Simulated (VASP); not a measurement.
Computed with r2SCAN meta-GGA, VASP's PBE PAW potentials (set 64) (plane waves; VASP).

The input files of a VASP run:

**KPOINTS**
```
Automatic mesh
0
Gamma
9 9 1
0 0 0
```

File KPOINTS_OPT:
```
k-points along high-symmetry lines
20
Line-mode
Reciprocal
  0.000000   0.000000   0.000000 ! GAMMA
  0.500000   0.000000   0.000000 ! M

  0.500000   0.000000   0.000000 ! M
  0.333333   0.333333   0.000000 ! K

  0.333333   0.333333   0.000000 ! K
  0.000000   0.000000   0.000000 ! GAMMA
```

### INCAR
```
# general
SYSTEM   =  WSe2
PREC     =  Accurate
ENCUT    =  400
LREAL    =  .False.
LASPH    =  .True.

# electronic loop
EDIFF    =  1E-7
NELM     =  100
ALGO     =  Normal
LMAXMIX  =  6
LMIXTAU  =  .True.

# smearing
ISMEAR   =  -5

# functional
METAGGA  =  R2SCAN

# ions
ISIF     =  2

# output
LWAVE    =  .False.
LCHARG   =  .False.
LORBIT   =  11
NEDOS    =  601
```

### POSCAR
```
WSe2
39.3623780
  0.0843023235   0.0000000000   0.0000000000
 -0.0421511618   0.0730079650   0.0000000000
  0.0000000000   0.0000000000   0.5000000054
W Se
1 2
direct
  0.6666670000   0.3333330000   0.5000000000
  0.3333330000   0.6666670000   0.4155049347
  0.3333330000   0.6666670000   0.5844950653
```

POTCAR, in this order: W_sv Se (PBE.64 set). Program: vasp_std.

Output

File OSZICAR:
```
       N       E                     dE             d eps       ncg     rms          rms(c)
DAV:   1     0.100051065890E+03    0.10005E+03   -0.12555E+04   504   0.101E+03
DAV:   2    -0.760177370364E+02   -0.17607E+03   -0.17493E+03   541   0.250E+02
DAV:   3    -0.883472602626E+02   -0.12330E+02   -0.12300E+02   572   0.673E+01
DAV:   4    -0.885105629654E+02   -0.16330E+00   -0.16292E+00   527   0.877E+00
DAV:   5    -0.885138003225E+02   -0.32374E-02   -0.32344E-02   534   0.125E+00    0.223E+01
DAV:   6    -0.861010005805E+02    0.24128E+01   -0.56308E+00   465   0.215E+01    0.673E+00
DAV:   7    -0.839452077609E+02    0.21558E+01   -0.17199E+00   485   0.776E+00    0.309E+00
DAV:   8    -0.842752384560E+02   -0.33003E+00   -0.49732E-01   439   0.542E+00    0.910E-01
DAV:   9    -0.835006024211E+02    0.77464E+00   -0.60695E-02   490   0.218E+00    0.565E-01
DAV:  10    -0.829880493078E+02    0.51255E+00   -0.26566E-02   430   0.163E+00    0.139E-01
DAV:  11    -0.826241364099E+02    0.36391E+00   -0.19257E-02   413   0.124E+00    0.841E-02
DAV:  12    -0.822647856432E+02    0.35935E+00   -0.15460E-02   414   0.115E+00    0.800E-02
DAV:  13    -0.822196203002E+02    0.45165E-01   -0.15757E-03   495   0.405E-01    0.608E-02
DAV:  14    -0.817699811456E+02    0.44964E+00   -0.17815E-01   497   0.327E+00    0.163E-01
DAV:  15    -0.817692029416E+02    0.77820E-03   -0.16423E-03   529   0.333E-01    0.180E-01
DAV:  16    -0.817711747073E+02   -0.19718E-02   -0.18657E-02   412   0.114E+00    0.141E-01
DAV:  17    -0.817715914608E+02   -0.41675E-03   -0.13097E-03   523   0.315E-01    0.126E-01
DAV:  18    -0.817703752592E+02    0.12162E-02   -0.87550E-03   412   0.823E-01    0.133E-01
DAV:  19    -0.817453281646E+02    0.25047E-01   -0.43663E-02   523   0.138E+00    0.208E-01
DAV:  20    -0.817477050645E+02   -0.23769E-02   -0.10778E-03   526   0.241E-01    0.215E-01
DAV:  21    -0.817473180617E+02    0.38700E-03   -0.44552E-05   433   0.501E-02    0.216E-01
DAV:  22    -0.817460416660E+02    0.12764E-02   -0.37515E-04   442   0.146E-01    0.223E-01
DAV:  23    -0.817457867752E+02    0.25489E-03   -0.11245E-05   533   0.249E-02    0.227E-01
DAV:  24    -0.817456334503E+02    0.15332E-03   -0.19136E-06   450   0.110E-02    0.229E-01
DAV:  25    -0.817456237066E+02    0.97437E-05   -0.43741E-08   417   0.164E-03    0.229E-01
DAV:  26    -0.817441417630E+02    0.14819E-02   -0.10401E-04   411   0.810E-02    0.238E-01
DAV:  27    -0.817420625448E+02    0.20792E-02   -0.14305E-04   506   0.914E-02    0.245E-01
DAV:  28    -0.817421419975E+02   -0.79453E-04   -0.85215E-05   490   0.634E-02    0.242E-01
DAV:  29    -0.817410262372E+02    0.11158E-02   -0.55478E-05   488   0.573E-02    0.234E-01
DAV:  30    -0.817405147895E+02    0.51145E-03   -0.15477E-05   515   0.300E-02    0.228E-01
DAV:  31    -0.817445421445E+02   -0.40274E-02   -0.12010E-03   409   0.231E-01    0.146E-01
DAV:  32    -0.817386144601E+02    0.59277E-02   -0.11983E-03   512   0.269E-01    0.100E-01
DAV:  33    -0.817343592976E+02    0.42552E-02   -0.38190E-04   515   0.165E-01    0.890E-02
DAV:  34    -0.817372634069E+02   -0.29041E-02   -0.10952E-04   410   0.779E-02    0.830E-02
DAV:  35    -0.817443670758E+02   -0.71037E-02   -0.14080E-03   408   0.247E-01    0.326E-02
DAV:  36    -0.817478037225E+02   -0.34366E-02   -0.73563E-04   479   0.206E-01    0.144E-02
DAV:  37    -0.817480925489E+02   -0.28883E-03   -0.42854E-05   453   0.452E-02    0.184E-02
DAV:  38    -0.817491560975E+02   -0.10635E-02   -0.31879E-04   411   0.130E-01    0.223E-02
DAV:  39    -0.817490132550E+02    0.14284E-03   -0.17943E-05   411   0.333E-02    0.141E-02
DAV:  40    -0.817491479126E+02   -0.13466E-03   -0.25117E-05   509   0.401E-02    0.108E-02
DAV:  41    -0.817491550973E+02   -0.71847E-05   -0.60081E-04   441   0.158E-01    0.116E-02
DAV:  42    -0.817491573088E+02   -0.22115E-05   -0.24180E-05   433   0.465E-02    0.102E-02
DAV:  43    -0.817493116157E+02   -0.15431E-03   -0.11683E-04   408   0.817E-02    0.100E-02
DAV:  44    -0.817492638007E+02    0.47815E-04   -0.72792E-05   504   0.546E-02    0.845E-03
DAV:  45    -0.817491008299E+02    0.16297E-03   -0.48206E-05   451   0.479E-02    0.271E-03
DAV:  46    -0.817492634001E+02   -0.16257E-03   -0.41841E-05   408   0.446E-02    0.220E-03
DAV:  47    -0.817492673360E+02   -0.39359E-05   -0.52831E-07   517   0.597E-03    0.177E-03
DAV:  48    -0.817493126910E+02   -0.45355E-04   -0.90810E-05   425   0.630E-02    0.134E-03
DAV:  49    -0.817493333504E+02   -0.20659E-04   -0.20623E-05   408   0.352E-02    0.106E-03
DAV:  50    -0.817493314018E+02    0.19485E-05   -0.37071E-06   441   0.151E-02    0.110E-03
DAV:  51    -0.817493224066E+02    0.89953E-05   -0.27076E-06   432   0.154E-02    0.105E-03
DAV:  52    -0.817493328324E+02   -0.10426E-04   -0.31502E-06   408   0.162E-02    0.930E-04
DAV:  53    -0.817493297603E+02    0.30721E-05   -0.90578E-07   408   0.901E-03    0.729E-04
DAV:  54    -0.817493294631E+02    0.29723E-06   -0.15256E-07   324   0.430E-03    0.378E-04
DAV:  55    -0.817493334288E+02   -0.39657E-05   -0.61028E-07   400   0.741E-03    0.330E-04
DAV:  56    -0.817493333614E+02    0.67396E-07   -0.49070E-08   339   0.233E-03
   1 F= -.81749333E+02 E0= -.81749333E+02  d E =0.000000E+00
       N       E                     dE             ncg
       N       E                     dE             ncg
       N       E                     dE             ncg
       N       E                     dE             ncg
       N       E                     dE             ncg
```

### OUTCAR
```
------------------------ aborting loop because EDIFF is reached ----------------------------------------
  FORCE on cell =-STRESS in cart. coord.  units (eV):
  Direction    XX          YY          ZZ          XY          YZ          ZX
  --------------------------------------------------------------------------------------
  Total       -0.0915617     -0.0915617     -0.0936375      0.0000000      0.0000000      0.0000000
  in kB       -0.7816287     -0.7816289     -0.7993494      0.0000000      0.0000000      0.0000000
  external PRESSURE =      -0.7875357 kB  Pullay stress =       0.0000000 kB
  volume of cell :      187.68
      direct lattice vectors                 reciprocal lattice vectors
     3.318339925  0.000000000  0.000000000     0.301355504  0.173987655  0.000000000
    -1.659169963  2.873767115  0.000000000     0.000000000  0.347975309  0.000000000
     0.000000000  0.000000000 19.681189213     0.000000000  0.000000000  0.050809938
 POSITION                                       TOTAL-FORCE (eV/Angst)
 -----------------------------------------------------------------------------------
      1.65917      0.95792      9.84059         0.000000     -0.000000      0.000000
     -0.00000      1.91585      8.17763        -0.000000      0.000000      0.016248
     -0.00000      1.91585     11.50356        -0.000000      0.000000     -0.016248
 -----------------------------------------------------------------------------------
    total drift:                               -0.000805      0.000459      0.000000
  FREE ENERGIE OF THE ION-ELECTRON SYSTEM (eV)
  ---------------------------------------------------
  free  energy   TOTEN  =       -81.7493333614 eV

  energy  without entropy=      -81.7493333614  energy(sigma->0) =      -81.74933336

 total charge

# of ion       s       p       d       tot
------------------------------------------
    1        2.300   6.278   3.342  11.921
    2        1.471   2.401   0.068   3.940
    3        1.471   2.401   0.068   3.940
--------------------------------------------------
tot          5.243  11.080   3.479  19.802
```
(Selected blocks of OUTCAR.)

OUTCAR:
```
 val. band max:       -1.7344462643   @ k =   0.3333   0.3333   0.0000

 cond. band min:      -0.1005979625   @ k =   0.3333   0.3333   0.0000


 Fermi energy:        -1.6657787220

 k-point     1 :       0.0000    0.0000    0.0000
  band No.  band energies     occupation
      1     -77.7490      2.00000
      2     -41.3223      2.00000
      3     -41.2227      2.00000
      4     -41.2227      2.00000
      5     -17.1094      2.00000
      6     -15.7537      2.00000
      7      -8.1323      2.00000
      8      -4.2804      2.00000
      9      -4.2803      2.00000
     10      -3.9587      2.00000
     11      -3.1162      2.00000
     12      -3.1161      2.00000
     13      -1.9886      2.00000
     14       1.3394      0.00000
     15       1.3394      0.00000
     16       1.5184      0.00000
     17       1.5184      0.00000

 k-point     2 :       0.1111    0.0000    0.0000
  band No.  band energies     occupation
      1     -77.7477      2.00000
      2     -41.3171      2.00000
      3     -41.2497      2.00000
      4     -41.2290      2.00000
      5     -16.9226      2.00000
      6     -15.6631      2.00000
      7      -7.8962      2.00000
      8      -4.8114      2.00000
      9      -4.4061      2.00000
     10      -4.1041      2.00000
     11      -3.4173      2.00000
     12      -3.0399      2.00000
     13      -2.0777      2.00000
     14       0.9266      0.00000
     15       1.0586      0.00000
     16       1.2894      0.00000
     17       1.6533      0.00000

 k-point     3 :       0.2222    0.0000    0.0000
  band No.  band energies     occupation
      1     -77.7446      2.00000
      2     -41.3176      2.00000
      3     -41.3037      2.00000
      4     -41.2450      2.00000
      5     -16.4089      2.00000
      6     -15.4160      2.00000
      7      -7.3043      2.00000
      8      -5.9346      2.00000
      9      -5.2640      2.00000
     10      -4.0296      2.00000
     11      -3.6520      2.00000
...
```

The cell holds a wide vacuum, so values per volume refer to the whole cell. Unless said otherwise, spin-orbit coupling is left out, though it shifts the bands of the heavy elements here.

The cell is a sheet with vacuum, built from a generated structure.
